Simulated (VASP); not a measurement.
The input files of a VASP run:

### KPOINTS
```
K-points
0
Gamma
9 9 9
0 0 0
```

### POSCAR
```
AgBr
1
    0.0000000000     2.5883790549     2.5883790549
    2.5883790549     0.0000000000     2.5883790549
    2.5883790549     2.5883790549     0.0000000000
Ag Br
1 1
Direct
  0.0000000000   0.0000000000   0.0000000000
  0.5000000000   0.5000000000   0.5000000000
```

**INCAR**
```
ALGO = Normal
EDIFF = 1E-6
EDIFFG = -0.02
ENCUT = 500
GGA = PS
IBRION = 2
ISIF = 3
ISMEAR = 0
LASPH = .TRUE.
LCHARG = .FALSE.
LMAXMIX = 4
LREAL = .FALSE.
LWAVE = .FALSE.
NELM = 100
NSW = 40
PREC = Accurate
PSTRESS = 450
SIGMA = 0.05
SYSTEM = AgBr
```

POTCAR, in this order: Ag Br (PBE.64 set). Program: vasp_std.

Task: Translate this PBEsol calculation to Quantum ESPRESSO's pw.x.

Result: One equivalent input (not run):
```
&CONTROL
  calculation = 'vc-relax'
  pseudo_dir = './pseudo'
  outdir = './out'
  tprnfor = .true.
  tstress = .true.
  nstep = 40
  forc_conv_thr = 0.00078
/
&SYSTEM
  ibrav = 0
  nat = 2
  ntyp = 2
  ecutwfc = 82
  occupations = 'smearing'
  smearing = 'gaussian'
  degauss = 0.003675
  input_dft = 'pbesol'
/
&ELECTRONS
  conv_thr = 7.3e-08
  electron_maxstep = 100
/
&IONS
/
&CELL
  press = 450
/
ATOMIC_SPECIES
  Ag 107.868 Ag.upf
  Br 79.904 Br.upf
CELL_PARAMETERS angstrom
     0.0000000    2.5883791    2.5883791
     2.5883791    0.0000000    2.5883791
     2.5883791    2.5883791    0.0000000
ATOMIC_POSITIONS crystal
  Ag   0.0000000  0.0000000  0.0000000
  Br   0.5000000  0.5000000  0.5000000
K_POINTS automatic
  9 9 9 0 0 0
```
Limits of the translation: the potentials are each code's own (VASP's PAW set, PseudoDojo norm-conserving files in pw.x), so ENCUT and ecutwfc are chosen apart and not converted; conv_thr bounds pw.x's estimated SCF error, while EDIFF bounds the energy change between steps; forc_conv_thr acts on force components and is met together with etot_conv_thr.

The compound is AgBr in the rock salt structure. This run relaxes it under an external pressure of 45 GPa. Symmetry was kept, so distortions that lower it aren't found.
